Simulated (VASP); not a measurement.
Input for VASP

File POSCAR:
```
Y2C(NO)2
1
    3.6693980000     0.0000000000     0.0000000000
   -1.8346990000     3.1777920000     0.0000000000
    0.0000000000     0.0000000000     8.1035090000
Y C N O
2 1 2 2
Direct
  0.3333330000   0.6666670000   0.6775200000
  0.6666670000   0.3333330000   0.3224800000
  0.0000000000   0.0000000000   0.0000000000
  0.0000000000   0.0000000000   0.1501500000
  0.0000000000   0.0000000000   0.8498500000
  0.3333330000   0.6666670000   0.3966600000
  0.6666670000   0.3333330000   0.6033400000
```

KPOINTS:
```
kpoints
0
gamma
 5 5 2
```

INCAR:
```
SYSTEM = Y2C(NO)2
PREC = Accurate; ENCUT = 400; LREAL = F
LASPH = T
EDIFF = 1E-6; NELM = 100; ALGO = Normal
LMAXMIX = 4
ISMEAR = 0; SIGMA = 0.01
GGA = PS
ISIF = 2
LWAVE = F; LCHARG = F
```

POTCAR, in this order: Y_sv C N O (PBE.64 set). Program: vasp_std.

**Question.** Write an equivalent input for Quantum ESPRESSO's pw.x.

**Answer.** One equivalent input (not run):
```
&CONTROL
  calculation = 'scf'
  pseudo_dir = './pseudo'
  outdir = './out'
  tprnfor = .true.
  tstress = .true.
/
&SYSTEM
  ibrav = 0
  nat = 7
  ntyp = 4
  ecutwfc = 84
  occupations = 'smearing'
  smearing = 'gaussian'
  degauss = 0.000735
  input_dft = 'pbesol'
/
&ELECTRONS
  conv_thr = 7.3e-08
  electron_maxstep = 100
/
ATOMIC_SPECIES
  Y 88.906 Y.upf
  C 12.011 C.upf
  N 14.007 N.upf
  O 15.999 O.upf
CELL_PARAMETERS angstrom
     3.6693980    0.0000000    0.0000000
    -1.8346990    3.1777920    0.0000000
     0.0000000    0.0000000    8.1035090
ATOMIC_POSITIONS crystal
  Y    0.3333330  0.6666670  0.6775200
  Y    0.6666670  0.3333330  0.3224800
  C    0.0000000  0.0000000  0.0000000
  N    0.0000000  0.0000000  0.1501500
  N    0.0000000  0.0000000  0.8498500
  O    0.3333330  0.6666670  0.3966600
  O    0.6666670  0.3333330  0.6033400
K_POINTS automatic
  5 5 2 0 0 0
```
What does not carry over: the potentials are each code's own (VASP's PAW set, PseudoDojo norm-conserving files in pw.x), so ENCUT and ecutwfc are chosen apart and not converted; conv_thr bounds pw.x's estimated SCF error, while EDIFF bounds the energy change between steps.

The structure comes from a computed database's Y2CN2O2 entry; how it stands against other phases isn't given here. The cell was not relaxed at this level. The run is one of a series of settings (KPOINTS 5×5×2 Γ-centred mesh against the base run), some of them coarse on purpose.
